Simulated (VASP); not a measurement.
All values below come from LDA (Ceperley-Alder, Perdew-Zunger), VASP's LDA PAW potentials (set 64) (plane waves; VASP 6.6.1).

A VASP calculation is set up with these files.

KPOINTS:
```
Automatic mesh
0
Gamma
5 5 5
0 0 0
```

File POSCAR:
```
PbTe
1
    0.0000000000     3.2300000000     3.2300000000
    3.2300000000     0.0000000000     3.2300000000
    3.2300000000     3.2300000000     0.0000000000
Te Pb
1 1
Direct
  0.5000000000   0.5000000000   0.5000000000
  0.0000000000   0.0000000000   0.0000000000
```

### INCAR
```
ALGO = Normal
EDIFF = 1E-6
ENCUT = 300
ISIF = 2
ISMEAR = 0
LASPH = .TRUE.
LCHARG = .FALSE.
LMAXMIX = 4
LREAL = .FALSE.
LWAVE = .FALSE.
NELM = 100
PREC = Accurate
SIGMA = 0.02
SYSTEM = PbTe
```

POTCAR, in this order: Te Pb_d (LDA.64 set). Program: vasp_std.

What VASP printed:

### OSZICAR
```
       N       E                     dE             d eps       ncg     rms          rms(c)
DAV:   1     0.126519455399E+03    0.12652E+03   -0.68143E+03   280   0.881E+02
DAV:   2    -0.144993003924E+00   -0.12666E+03   -0.12479E+03   292   0.287E+02
DAV:   3    -0.872361886808E+01   -0.85786E+01   -0.85660E+01   376   0.811E+01
DAV:   4    -0.888829224652E+01   -0.16467E+00   -0.16465E+00   342   0.142E+01
DAV:   5    -0.889249658666E+01   -0.42043E-02   -0.42043E-02   362   0.183E+00    0.343E+00
DAV:   6    -0.877226030276E+01    0.12024E+00   -0.27833E-01   404   0.407E+00    0.217E+00
DAV:   7    -0.876414898817E+01    0.81113E-02   -0.69872E-02   354   0.145E+00    0.908E-01
DAV:   8    -0.876347813803E+01    0.67085E-03   -0.80293E-03   340   0.978E-01    0.113E-01
DAV:   9    -0.876339131236E+01    0.86826E-04   -0.10706E-03   380   0.328E-01    0.336E-02
DAV:  10    -0.876338429225E+01    0.70201E-05   -0.80662E-05   310   0.729E-02    0.246E-02
DAV:  11    -0.876338517564E+01   -0.88339E-06   -0.12832E-05   366   0.203E-02    0.633E-03
DAV:  12    -0.876338526533E+01   -0.89696E-07   -0.77364E-07   154   0.126E-02
   1 F= -.87633853E+01 E0= -.87633853E+01  d E =-.116815E-17
```

OUTCAR:
```
------------------------ aborting loop because EDIFF is reached ----------------------------------------
  FORCE on cell =-STRESS in cart. coord.  units (eV):
  Direction    XX          YY          ZZ          XY          YZ          ZX
  --------------------------------------------------------------------------------------
  Total       -0.8000730     -0.8000730     -0.8000730     -0.0000000     -0.0000000      0.0000000
  in kB      -19.0196552    -19.0196552    -19.0196552     -0.0000000     -0.0000000      0.0000000
  external PRESSURE =     -19.0196552 kB  Pullay stress =       0.0000000 kB
  volume of cell :       67.40
      direct lattice vectors                 reciprocal lattice vectors
     0.000000000  3.230000000  3.230000000    -0.154798762  0.154798762  0.154798762
     3.230000000  0.000000000  3.230000000     0.154798762 -0.154798762  0.154798762
     3.230000000  3.230000000  0.000000000     0.154798762  0.154798762 -0.154798762
  FREE ENERGIE OF THE ION-ELECTRON SYSTEM (eV)
  ---------------------------------------------------
  free  energy   TOTEN  =        -8.7633852653 eV

  energy  without entropy=       -8.7633852653  energy(sigma->0) =       -8.76338527
```
(Selected blocks of OUTCAR.)

At this cut-off the stress carries a Pulay error, which pulls relaxed volumes low.

The structure is a typed PbTe crystal. The cell was not relaxed at this level.
